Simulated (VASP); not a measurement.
# K4C (P6/mmm) in VASP: notebook

Runs on K4C. Level: PBE. Tasks: single point, relaxation of cell and atoms.

Everything below comes from runs of VASP 6.6.1. Logs are shortened: lines on timing, memory, paths and dates and some standing lists are left out, and cuts for length are marked.

### 1 The cell of the first run

Symmetry: P6/mmm, No. 191, hexagonal system. Conventional cell: a = 8.418 Å, b = 8.418 Å, c = 4.825 Å, α = 90.00°, β = 90.00°, γ = 120.00°. K (site symmetry mmm) has 6 K at 4.21 Å as nearest neighbours. Around K (site symmetry 6/mmm) lie 2 C at 2.41 Å. Around C (site symmetry 6/mmm) lie 2 K at 2.41 Å.

The cell was built by a generator and needn't be a form met in nature.

### 2 Single point, PBE (random cell by space group and Wyckoff sites (P6/mmm, No. 191))

INCAR

```
PREC = Accurate
ENCUT = 520
EDIFF = 1E-7
ISMEAR = 0
SIGMA = 0.1
LREAL = F
LASPH = T
NELM = 100
ALGO = Fast
ISIF = 2
LWAVE = F
LCHARG = T
GGA = PE
LELF = T
LVHAR = T
NBANDS = 28
```

KPOINTS

```
Automatic mesh
0
Gamma
  6 6 8
```

POSCAR

```
K4C
1.0
    8.4177936864      0.0000000000      0.0000000000
   -4.2088968432      7.2900231762      0.0000000000
    0.0000000000      0.0000000000      4.8248736756
K C
4 1
Direct
    0.5000000000      0.0000000000      0.5000000000
    0.0000000000      0.5000000000      0.5000000000
    0.5000000000      0.5000000000      0.5000000000
    0.0000000000      0.0000000000      0.5000000000
    0.0000000000      0.0000000000      0.0000000000
```

Potentials or basis: VASP PAW PBE potentials, release 64 (K_sv, C).

Launch:

```bash
$ cat potpaw_PBE.64/K_sv/POTCAR potpaw_PBE.64/C/POTCAR > POTCAR
$ mpirun -np 1 vasp_std > vasp.out
```

OUTCAR:

```text
PREC = Accurate
   ENCUT = 520
   EDIFF = 1E-7
   ISMEAR = 0
   LREAL = F
   LASPH = T
   NELM = 100
   ISIF = 2
   GGA = PE

 ion  position               nearest neighbor table
   1  0.500  0.000  0.500-
   2  0.000  0.500  0.500-
   3  0.500  0.500  0.500-
   4  0.000  0.000  0.500-   5 2.41   5 2.41
   5  0.000  0.000  0.000-   4 2.41   4 2.41

  LATTYP: Found a hexagonal cell.
 ALAT       =     8.4177936864
 C/A-ratio  =     0.5731755678

  Lattice vectors:

 A1 = (   8.4177936864,   0.0000000000,   0.0000000000)
 A2 = (  -4.2088968432,   7.2900231762,   0.0000000000)
 A3 = (   0.0000000000,   0.0000000000,   4.8248736756)

Analysis of symmetry for initial positions (statically):
=====================================================================
 Subroutine PRICEL returns:
 Original cell was already a primitive cell.

 Routine SETGRP: Setting up the symmetry group for a
 hexagonal supercell.

 Subroutine GETGRP returns: Found 24 space group operations
 (whereof 24 operations were pure point group operations)
 out of a pool of 24 trial point group operations.

The static configuration has the point symmetry D_6h.

Analysis of symmetry for dynamics (positions and initial velocities):
=====================================================================
 Subroutine PRICEL returns:
 Original cell was already a primitive cell.

 Routine SETGRP: Setting up the symmetry group for a
 hexagonal supercell.

 Subroutine GETGRP returns: Found 24 space group operations
 (whereof 24 operations were pure point group operations)
 out of a pool of 24 trial point group operations.

The dynamic configuration has the point symmetry D_6h.

 Subroutine INISYM returns: Found 24 space group operations
 (whereof 24 operations are pure point group operations),
 and found     1 'primitive' translations

----------------------------------------------------------------------------------------

                                     Primitive cell

  volume of cell :     296.0828

  direct lattice vectors                    reciprocal lattice vectors
     8.417793686  0.000000000  0.000000000     0.118795974  0.068586888  0.000000000
    -4.208896843  7.290023176  0.000000000     0.000000000  0.137173775  0.000000000
     0.000000000  0.000000000  4.824873676     0.000000000  0.000000000  0.207259312

  length of vectors
     8.417793686  8.417793686  4.824873676     0.137173775  0.137173775  0.207259312

  position of ions in fractional coordinates (direct lattice)
     0.500000000  0.000000000  0.500000000
     0.000000000  0.500000000  0.500000000
     0.500000000  0.500000000  0.500000000
     0.000000000  0.000000000  0.500000000
     0.000000000  0.000000000  0.000000000

  ion indices of the primitive-cell ions
   primitive index   ion index
                 1           1
                 2           2
                 3           3
                 4           4
                 5           5

----------------------------------------------------------------------------------------

 KPOINTS: Automatic mesh

Automatic generation of k-mesh.
 Grid dimensions read from file:
 generate k-points for:    6    6    8

 Generating k-lattice:

  Cartesian coordinates                     Fractional coordinates (reciprocal lattice)
     0.019799329  0.011431148  0.000000000     0.166666667  0.000000000  0.000000000
     0.000000000  0.022862296  0.000000000     0.000000000  0.166666667  0.000000000
     0.000000000  0.000000000  0.025907414     0.000000000  0.000000000  0.125000000

  Length of vectors
     0.022862296  0.022862296  0.025907414

  Shift w.r.t. Gamma in fractional coordinates (k-lattice)
     0.000000000  0.000000000  0.000000000

 Subroutine IBZKPT returns following result:
 ===========================================

 Found     35 irreducible k-points:

 Following reciprocal coordinates:
            Coordinates               Weight
  0.000000  0.000000  0.000000      1.000000
  0.166667 -0.000000  0.000000      6.000000
  0.333333  0.000000  0.000000      6.000000
  0.500000  0.000000  0.000000      3.000000
  0.166667  0.166667  0.000000      6.000000
  0.333333  0.166667  0.000000     12.000000
[... 16 lines left out ...]
  0.166667 -0.000000  0.375000     12.000000
  0.333333  0.000000  0.375000     12.000000
 [... further k-points ...]
   k-points           NKPTS =     35   k-points in BZ     NKDIM =     35   number of bands    NBANDS=     28
   number of dos      NEDOS =    301   number of ions     NIONS =      5
   total plane-waves  NPLWV = 147456
   dimension x,y,z NGX =    64 NGY =   64 NGZ =   36
   dimension x,y,z NGXF=   128 NGYF=  128 NGZF=   72
   ions per type =               4   1
   NGX,Y,Z   is equivalent  to a cutoff of  12.64, 12.64, 12.40 a.u.
   NGXF,Y,Z  is equivalent  to a cutoff of  25.28, 25.28, 24.81 a.u.
 SYSTEM =  unknown system
   PREC   = accura    normal or accurate (medium, high low for compatibility)
   ISTART =      0    job   : 0-new  1-cont  2-samecut
   ICHARG =      2    charge: 1-file 2-atom 10-const
   ISPIN  =      1    spin polarized calculation?
   LNONCOLLINEAR =      F non collinear calculations
   LSORBIT =      F    spin-orbit coupling
   LASPH  =      T    aspherical Exc in radial PAW
   ENCUT  =  520.0 eV  38.22 Ry    6.18 a.u.  15.65 15.65  8.97*2*pi/ulx,y,z
   NELM   =    100;   NELMIN=  2; NELMDL= -5     # of ELM steps
   EDIFF  = 0.1E-06   stopping-criterion for ELM
   LREAL  =      F    real-space projection
   EDIFFG = 0.1E-05   stopping-criterion for IOM
   NSW    =      0    number of steps for IOM
   IBRION =     -1    ionic relax: 0-MD 1-quasi-New 2-CG
   NFREE  =      0    steps in history (QN), initial steepest desc. (CG)
   ISIF   =      2    stress and relaxation
   ISYM   =      2    0-nonsym 1-usesym 2-fastsym
   POTIM  = 0.5000    time-step for ionic-motion
   TEBEG  =    0.0;   TEEND  =   0.0 temperature during run
   PSTRESS=    0.0 pullay stress
   NELECT =      40.0000    total number of electrons
   NUPDOWN=      -1.0000    fix difference up-down
   EMIN   =  10.00;   EMAX   =-10.00  energy-range for DOS
   EFERMI =   0.00;   METHOD = LEGACY
   ISMEAR =     0;   SIGMA  =   0.10  broadening in eV -4-tet -1-fermi 0-gaus
   EFERMI_NEDOS =   21; number of points for ismear=-14 and -15
   IALGO  =     68    algorithm
   IMIX   =      4    mixing-type and parameters
     AMIX     =   0.40;   BMIX     =  1.00
     AMIX_MAG =   1.60;   BMIX_MAG =  1.00
  volume/ion in A,a.u.               =      59.22       399.61
  Fermi-wavevector in a.u.,A,eV,Ry     =   0.840022  1.587411  9.600764  0.705636
  Thomas-Fermi vector in A             =   1.954335
   LORBIT       =      0    0 simple, 1 ext, 2 COOP (PROOUT), +10 PAW based schemes
   GGA     = PE    functional components
   LHFCALC =     F    Hartree Fock is set to
   AEXX    =    0.0000 exact exchange contribution
   IVDW    =     0    specifies the selected vdW correction
   LEPSILON=     F    determine dielectric tensor
   LRPA    =     F    only Hartree local field effects (RPA)
 non-spin polarized calculation
 RMM-DIIS sequential band-by-band and
 Gauss-broadening in eV      SIGMA  =   0.10
  energy-cutoff  :      520.00
  volume of cell :      296.08
 maximum number of plane-waves:      8008
 NGX is ok and might be reduce to    64
   NGX = 31   NGY = 31   NGZ = 17

 number of electron      40.0000005 magnetization

 Free energy of the ion-electron system (eV)
  ---------------------------------------------------
  ext. energy  EPLUGINS =         0.00000000
  ---------------------------------------------------
  free energy    TOTEN  =        -6.91088997 eV

  energy without entropy =       -6.89203539  energy(sigma->0) =       -6.90146268

 E-fermi :  -0.3154     XC(G=0):  -5.7914

 val. band max:       -0.3182333374   @ k =   0.1667   0.1667   0.3750
 cond. band min:      -0.2668548229   @ k =   0.3333   0.0000   0.3750
 fundamental gap:      0.0513785145
 Fermi energy:        -0.3154083223

 k-point     1 :       0.0000    0.0000    0.0000
  band No.  band energies     occupation
      1     -32.7270      2.00000
      2     -32.7186      2.00000
      3     -32.7186      2.00000
      4     -30.6901      2.00000
      5     -16.3134      2.00000
      6     -16.2429      2.00000
[... 20 lines left out ...]
     27       2.3384      0.00000
     28       2.4110      0.00000

 k-point     2 :       0.1667   -0.0000    0.0000
  band No.  band energies     occupation
      1     -32.7265      2.00000
      2     -32.7191      2.00000
      3     -32.7186      2.00000
      4     -30.6901      2.00000
      5     -16.3065      2.00000
      6     -16.2420      2.00000
[... 20 lines left out ...]
     27       2.4637      0.00000
     28       2.4938      0.00000

 k-point     3 :       0.3333    0.0000    0.0000
  band No.  band energies     occupation
      1     -32.7252      2.00000
      2     -32.7203      2.00000
      3     -32.7186      2.00000
      4     -30.6901      2.00000
      5     -16.2901      2.00000
      6     -16.2388      2.00000
[... 20 lines left out ...]
     27       2.6039      0.00000
     28       2.8184      0.00000

 k-point     4 :       0.5000    0.0000    0.0000
  band No.  band energies     occupation
      1     -32.7242      2.00000
      2     -32.7214      2.00000
      3     -32.7186      2.00000
      4     -30.6901      2.00000
      5     -16.2798      2.00000
      6     -16.2336      2.00000
[... 578 lines left out ...]
     27       2.4475      0.00000
     28       2.4478      0.00000

 k-point    23 :       0.1667   -0.0000    0.3750
  band No.  band energies     occupation
      1     -32.7258      2.00000
      2     -32.7184      2.00000
      3     -32.7179      2.00000
      4     -30.6883      2.00000
      5     -16.3037      2.00000
      6     -16.2398      2.00000
[... 20 lines left out ...]
     27       2.4793      0.00000
     28       2.5235      0.00000

 k-point    24 :       0.3333    0.0000    0.3750
  band No.  band energies     occupation
      1     -32.7245      2.00000
      2     -32.7197      2.00000
      3     -32.7179      2.00000
      4     -30.6883      2.00000
      5     -16.2875      2.00000
      6     -16.2366      2.00000
[... 20 lines left out ...]
     27       2.4363      0.00000
     28       2.6077      0.00000

 [... further k-points ...]

------------------------ aborting loop because EDIFF is reached ----------------------------------------

  FORCE on cell =-STRESS in cart. coord.  units (eV):
  Direction    XX          YY          ZZ          XY          YZ          ZX
  --------------------------------------------------------------------------------------
  -------------------------------------------------------------------------------------
  Total        0.0093935      0.0093935      0.1651076      0.0000000     -0.0000000      0.0000000
  in kB        0.0508307      0.0508307      0.8934385      0.0000000     -0.0000000      0.0000000
  external PRESSURE =       0.3317000 kB  Pullay stress =       0.0000000 kB

 VOLUME and BASIS-vectors are now :
 -----------------------------------------------------------------------------
  energy-cutoff  :      520.00
  volume of cell :      296.08
      direct lattice vectors                 reciprocal lattice vectors
     8.417793686  0.000000000  0.000000000     0.118795974  0.068586888  0.000000000
    -4.208896843  7.290023176  0.000000000     0.000000000  0.137173775  0.000000000
     0.000000000  0.000000000  4.824873676     0.000000000  0.000000000  0.207259312

 POSITION                                       TOTAL-FORCE (eV/Angst)
 -----------------------------------------------------------------------------------
      4.20890      0.00000      2.41244        -0.000000      0.000000      0.000000
     -2.10445      3.64501      2.41244         0.000000      0.000000      0.000000
      2.10445      3.64501      2.41244        -0.000000      0.000000      0.000000
      0.00000      0.00000      2.41244        -0.000000      0.000000      0.000000
      0.00000      0.00000      0.00000        -0.000000      0.000000      0.000000
 -----------------------------------------------------------------------------------
    total drift:                                0.000000      0.000000     -0.000000

  FREE ENERGIE OF THE ION-ELECTRON SYSTEM (eV)
  ---------------------------------------------------
  free  energy   TOTEN  =        -6.9108899723 eV

  energy  without entropy=       -6.8920353948  energy(sigma->0) =       -6.90146268
```

It took 9.5 min on 1 thread of Intel Xeon Platinum 8488C (Sapphire Rapids), shared host; peak memory 0.52 GiB.

What came out:

```yaml
Free_energy: -6.9109 eV
Pressure: 0.0 GPa
Band_gap_on_the_k_mesh: none (metal or under the smearing width)
```

Stress tensor (GPa, compression positive):
```
0.01 0.00 0.00
0.00 0.01 0.00
0.00 0.00 0.09
```

Levels at points of the mesh, in eV from the Fermi level:
```
           k point  band 18  band 19  band 20  band 21  band 22  band 23
(0.00, 0.00, 0.00)    -1.58    -0.13    -0.13     0.87     0.93     0.93
(0.50, 0.00, 0.00)    -1.26    -0.58    -0.32     0.44     1.06     1.11
(0.00, 0.00, 0.50)    -0.92    -0.30    -0.30    -0.06     0.53     1.42
(0.50, 0.00, 0.50)    -0.78    -0.42    -0.31     0.34     0.87     1.02
```

### 3 Single point, PBE (random cell by space group and Wyckoff sites (P6/mmm, No. 191))

INCAR

```
PREC = Accurate
ENCUT = 520
EDIFF = 1E-6
ISMEAR = 0
SIGMA = 0.1
LREAL = F
LASPH = T
NELM = 100
ALGO = Normal
ISIF = 2
LWAVE = F
LCHARG = F
GGA = PE
NBANDS = 28
```

KPOINTS

```
Automatic mesh
0
Gamma
  3 3 4
```

POSCAR, as its differences from that of step 2:

```diff
@@ -2,5 +2,5 @@
 1.0
-    8.4177936864      0.0000000000      0.0000000000
-   -4.2088968432      7.2900231762      0.0000000000
-    0.0000000000      0.0000000000      4.8248736756
+    8.3211511484      0.0000000040      0.0000000000
+   -4.1605755777      7.2063282813      0.0000000000
+    0.0000000000      0.0000000000      4.8606672190
 K C
```

Potentials or basis: VASP PAW PBE potentials, release 64 (K_sv, C).

Launch:

```bash
$ cat potpaw_PBE.64/K_sv/POTCAR potpaw_PBE.64/C/POTCAR > POTCAR
$ mpirun -np 1 vasp_std > vasp.out
```

Wall time 48 s (1 thread of Intel Xeon 6975P-C (Granite Rapids), shared host); peak memory 0.41 GiB.

It converged, with:

| Property | Result |
| --- | --- |
| Free energy | -6.8648 eV |
| Pressure | 0.1 GPa |
| Band gap on the k mesh | none (metal or under the smearing width) |

Levels at points of the mesh, in eV from the Fermi level:
```csv
k point,band 16,band 17,band 18,band 19,band 20,band 21,band 22,band 23,band 24,band 25
"(0.00, 0.00, 0.00)",-14.08,-8.21,-1.64,-0.19,-0.19,0.87,0.91,0.91,0.97,1.76
"(0.00, 0.00, 0.50)",-14.08,-7.34,-1.02,-0.36,-0.36,-0.14,0.47,1.37,2.07,2.07
```

(Part 1 of 2 ends here.)
